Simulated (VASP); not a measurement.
Crystal: GeCl2.

```xyz
3
Lattice="0.0000 3.7123 3.7123 3.7123 0.0000 3.7123 3.7123 3.7123 0.0000" Properties=species:S:1:pos:R:3 pbc="T T T"
Ge    0.0000    0.0000    0.0000
Cl    5.5685    5.5685    5.5685
Cl    1.8562    1.8562    1.8562
```

The cell was built by a generator and needn't be a form met in nature.

The cell isn't the ideal one: species swapped into the Ca2Sn type (Fm-3m, No. 225).

| Property | Result |
| --- | --- |
| Program | VASP 6.6.1 |
| Task | relaxation of cell and atoms |
| Functional | PBE |
| Potentials or basis | VASP PAW PBE potentials, release 64 (Ge_d, Cl) |
| Cutoff | 600 eV |
| k mesh | 4 × 4 × 4 |
| Occupations | gaussian, width 0.1 eV |
| Spin | no spin polarisation |

At the start: pressure -7.0 GPa; volume 34.11 Å³/atom.

Problem. Where does the relaxation end?

Solution. Over 4 steps the energy falls by 299.5 meV/atom and the volume is 24.12 Å³/atom (-29.3 %); space group Fm-3m (No. 225, to 0.05 Å).

Step by step:
```csv
step,energy change (eV),largest force (eV/Å),pressure (GPa),volume (Å³)
1,0.0000,0.0000,-7.02,102.32
2,-0.7681,0.0000,-4.08,81.75
3,-0.8964,0.0000,-0.64,73.63
4,-0.8986,0.0000,0.10,72.35
```

Final structure:
```
Ge Cl
1.0
     0.00000    3.30722    3.30722
     3.30722    0.00000    3.30722
     3.30722    3.30722    0.00000
Ge Cl
1 2
Direct
  0.00000 0.00000 0.00000
  0.75000 0.75000 0.75000
  0.25000 0.25000 0.25000
```

Caveat: the volume moved by over 15 % at a fixed basis, so the end points are rough.
